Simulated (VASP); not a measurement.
Si2W:

```xyz
3
Lattice="-1.6069 1.6069 3.9150 1.6069 -1.6069 3.9150 1.6069 1.6069 -3.9150" Properties=species:S:1:pos:R:3 pbc="T T T"
Si    0.0000    0.0000    2.6207
Si    0.0000    0.0000    5.2092
W     0.0000    0.0000    0.0000
```

| Quantity | Value |
| --- | --- |
| Program | VASP 6.6.1 |
| Task | relaxation of cell and atoms |
| Functional | LDA |
| Potentials or basis | VASP PAW LDA potentials, release 64 (Si, W_sv) |
| Cutoff | 520 eV |
| k mesh | 18 × 18 × 18 |
| Occupations | gaussian, width 0.1 eV |
| Spin | no spin polarisation |

At the start: pressure -5.0 GPa; volume 13.48 Å³/atom.

Task: Where does the relaxation end?

Result: Over 11 steps the energy falls by 4.7 meV/atom and the volume is 13.19 Å³/atom (-2.2 %); space group I4/mmm (No. 139, to 0.05 Å).

The path:
```
step  energy change (eV)  largest force (eV/Å)  pressure (GPa)  volume (Å³)
   1              0.0000                0.0539           -5.02        40.44
   2              0.0366                0.1830           10.67        38.01
   3             -0.0139                0.0226           -0.08        39.58
   4             -0.0139                0.0241            0.02        39.57
   5             -0.0140                0.0027            0.04        39.55
   6             -0.0140                0.0091            0.03        39.56
   7             -0.0140                0.0089            0.03        39.56
   8             -0.0140                0.0001           -0.05        39.57
   9             -0.0140                0.0021           -0.03        39.57
  10             -0.0140                0.0017            0.02        39.56
  11             -0.0140                0.0001            0.00        39.56
```

Final structure:
```
CELL_PARAMETERS angstrom
-1.59455 1.59455 3.88977
1.59455 -1.59455 3.88977
1.59455 1.59455 -3.88977
ATOMIC_POSITIONS crystal
Si 0.33467 0.33467 0.00000
Si 0.66533 0.66533 0.00000
W 0.00000 0.00000 0.00000
```
